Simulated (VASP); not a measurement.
Given:

```xyz
3
Lattice="0.0000 2.3100 2.3100 2.3100 0.0000 2.3100 2.3100 2.3100 0.0000" Properties=species:S:1:pos:R:3 pbc="T T T"
Li     1.1550     1.1550     1.1550
Li     3.4650     3.4650     3.4650
O      0.0000     0.0000     0.0000
```

The numbers are results of PBE GGA, VASP's PBE PAW potentials (set 64) (plane waves; VASP), not measurements. Settings: 600 eV cut-off, 8×8×8 Γ-centred mesh, Gaussian smearing of 0.050 eV, potentials Li_sv O.

Energy and stress use the plane-wave basis of the starting cell.

**Question.** The ions, cell shape and volume at an external pressure of 2.0 GPa are relaxed. Which structure does the run end with?

**Answer.** 
```xyz
3
Lattice="0.0000 2.2916 2.2916 2.2916 0.0000 2.2916 2.2916 2.2916 0.0000" Properties=species:S:1:pos:R:3 pbc="T T T"
Li     1.1458     1.1458     1.1458
Li     3.4374     3.4374     3.4374
O      0.0000     0.0000     0.0000
```
Space group Fm-3m (225), at a tolerance of 0.03 Å.

**Question.** How do energy and volume change from the first to the last step?

**Answer.** The energy (σ→0) changes by +1.2 meV/atom and the volume by -2.4 %, in 3 ionic steps.

The compound is Li2O in the antifluorite structure. This run relaxes it under an external pressure of 2 GPa. Symmetry was kept, so distortions that lower it aren't found.
